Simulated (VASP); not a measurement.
Input of a VASP 6.6.1 run:

File INCAR:

```
ALGO = Normal
EDIFF = 1E-6
ENCUT = 520
GGA = PE
ISIF = 2
ISMEAR = 0
ISPIN = 2
LASPH = True
LCHARG = False
LMAXMIX = 4
LORBIT = 11
LREAL = False
LWAVE = False
MAGMOM = 0 0 0 4 0 0
NBANDS = 42
NELM = 150
PREC = Accurate
SIGMA = 0.1
```

The input KPOINTS:

```
k-points
0
Gamma
  6 6 2
```

File POSCAR:

```
Sc3MnS2
1.0
    3.5885778572      0.0000000000      0.0000000000
    0.0000000000      3.5885778572      0.0000000000
    0.0000000000      0.0000000000     10.0023412085
Sc Mn S
3 1 2
Direct
    0.0000000000      0.0000000000      0.7943805287
    0.0000000000      0.0000000000      0.2056194713
    0.5000000000      0.5000000000      0.0000000000
    0.0000000000      0.0000000000      0.5000000000
    0.5000000000      0.5000000000      0.7419591896
    0.5000000000      0.5000000000      0.2580408104
```

Potentials or basis: VASP PAW PBE potentials, release 64 (Sc_sv, Mn_pv, S).

Run with:

```sh
$ cat potpaw_PBE.64/Sc_sv/POTCAR potpaw_PBE.64/Mn_pv/POTCAR potpaw_PBE.64/S/POTCAR > POTCAR
$ mpirun -np 1 vasp_std > vasp.out
```

Task: Predict the band gap on the k mesh.

Result: None (metal or under the smearing width).

Task: What does it give for the site moments?

Result: Sc -0.13, -0.09; Mn +4.18; S +0.03 μB.

Task: Estimate the largest force.

Result: 0.029 eV/Å.

Forces in eV/Å, atoms in the order of the input:
```
Sc   0.000  0.000  0.008
Sc   0.000  0.000 -0.008
Sc   0.000  0.000  0.000
Mn   0.000  0.000  0.000
S    0.000  0.000 -0.029
S    0.000  0.000  0.029
```

Caveat: a cell with one magnetic atom can't hold antiferromagnetic order, which such compounds often take; semilocal functionals often make such compounds metallic where correlation or magnetic order opens a gap, which also shifts bond lengths. With open d or f shells a metallic result of PBE can be an artefact of self-interaction; +U or a hybrid may open a gap.
